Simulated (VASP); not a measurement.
Input for VASP

**POSCAR**
```
ReSe2
1
    3.1222651444     0.0000000000     0.0000000000
   -1.5611325721     2.7039608718     0.0000000000
    0.0000000000     0.0000000000     6.9765716596
Re Se
1 2
Direct
  0.0000000000   0.0000000000   0.0000000000
  0.3333330000   0.6666670000   0.2553874277
  0.6666670000   0.3333330000   0.7446125723
```

**INCAR**
```
SYSTEM = ReSe2
PREC = Accurate
ENCUT = 400
EDIFF = 1E-7
NELM = 100
ALGO = Normal
LREAL = .FALSE.
LASPH = .TRUE.
ISMEAR = -5
GGA = PS
LMAXMIX = 6
LWAVE = .FALSE.
LCHARG = .TRUE.
LORBIT = 11
NEDOS = 601
ISIF = 2
LEFG = .TRUE.
```

File KPOINTS:
```
Automatic mesh
0
Gamma
13 13 5
0 0 0
```

POTCAR, in this order: Re Se (PBE.64 set). Program: vasp_std.

Task: Write an equivalent input for Ansatz.

Result: One equivalent input (not run):
Ansatz 0.2 input:
```yaml
crystal:
  lattice:
    - [3.1222651, 0.0000000, 0.0000000]
    - [-1.5611326, 2.7039609, 0.0000000]
    - [0.0000000, 0.0000000, 6.9765717]
  atoms:
    - { symbol: Re, position: [0.0000000, 0.0000000, 0.0000000] }
    - { symbol: Se, position: [0.3333330, 0.6666670, 0.2553874] }
    - { symbol: Se, position: [0.6666670, 0.3333330, 0.7446126] }
kpoints:
  mp_grid: { grid: [13, 13, 5] }
hamiltonian:
  xc: pbesol
  pseudopotentials: { kind: paw }
scf:
  occupations: { method: tetrahedron }
  max_iter: 100
output: { forces: true, stress: true, eigenvalues: true }
```
What does not carry over: each code has its own PAW files, so the cut-off isn't converted (ENCUT is set for VASP's; basis.ecutwfc is left out, and Ansatz then takes the one that its files recommend); Ansatz stops its SCF on the density residual and VASP on the energy change (EDIFF); the field gradients of LEFG aren't asked of the other code.

The structure was generated: ReSe2 was put into the CdI2 type (P-3m1), which need not be its known phase. It was relaxed first, which changed the volume by -22 %.
